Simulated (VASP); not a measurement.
An input for Quantum ESPRESSO's pw.x (written as the equivalent of a VASP run, and not itself run):

```
&CONTROL
  calculation = 'vc-relax'
  pseudo_dir = './pseudo'
  outdir = './out'
  tprnfor = .true.
  tstress = .true.
  nstep = 60
  forc_conv_thr = 0.00078
/
&SYSTEM
  ibrav = 0
  nat = 4
  ntyp = 2
  ecutwfc = 84
  occupations = 'smearing'
  smearing = 'gaussian'
  degauss = 0.003675
  input_dft = 'pbesol'
/
&ELECTRONS
  conv_thr = 7.3e-08
  electron_maxstep = 100
/
&IONS
/
&CELL
/
ATOMIC_SPECIES
  Zn 65.380 Zn.upf
  S 32.060 S.upf
CELL_PARAMETERS angstrom
     5.3497157    0.0000000    0.0000000
     0.0000000    3.7886144    0.0000000
     0.0000000    0.0000000    3.7886144
ATOMIC_POSITIONS crystal
  Zn   0.0000000  0.0000000  0.0000000
  Zn   0.5000000  0.5000000  0.5000000
  S    0.2500000  0.0000000  0.5000000
  S    0.7500000  0.5000000  0.0000000
K_POINTS automatic
  4 5 5 0 0 0
```

Q: Translate this input to VASP (INCAR, KPOINTS, POSCAR, choice of POTCAR).

A: This is not unique; one that fits is 
INCAR:
```
SYSTEM = ZnS
PREC = Accurate
ENCUT = 400
EDIFF = 1E-6
NELM = 100
ALGO = Normal
LREAL = .FALSE.
LASPH = .TRUE.
ISMEAR = 0
SIGMA = 0.05
GGA = PS
LMAXMIX = 4
LWAVE = .FALSE.
LCHARG = .FALSE.
IBRION = 2
ISIF = 3
NSW = 60
EDIFFG = -0.02
```

KPOINTS:
```
Automatic
0
Gamma
  4 5 5
```

### POSCAR
```
ZnS
1
    5.3497156843     0.0000000000     0.0000000000
    0.0000000000     3.7886143838     0.0000000000
    0.0000000000     0.0000000000     3.7886143838
Zn S
2 2
Direct
  0.0000000000   0.0000000000   0.0000000000
  0.5000000000   0.5000000000   0.5000000000
  0.2500000000   0.0000000000   0.5000000000
  0.7500000000   0.5000000000   0.0000000000
```

POTCAR, in this order: Zn S (PBE.64 set). Program: vasp_std.

What does not carry over: the potentials are each code's own (VASP's PAW set, PseudoDojo norm-conserving files in pw.x), so ENCUT and ecutwfc are chosen apart and not converted; conv_thr bounds pw.x's estimated SCF error, while EDIFF bounds the energy change between steps; forc_conv_thr acts on force components and is met together with etot_conv_thr.

The compound is ZnS in the zinc blende structure. It was relaxed first. The start is the result of an earlier pass.
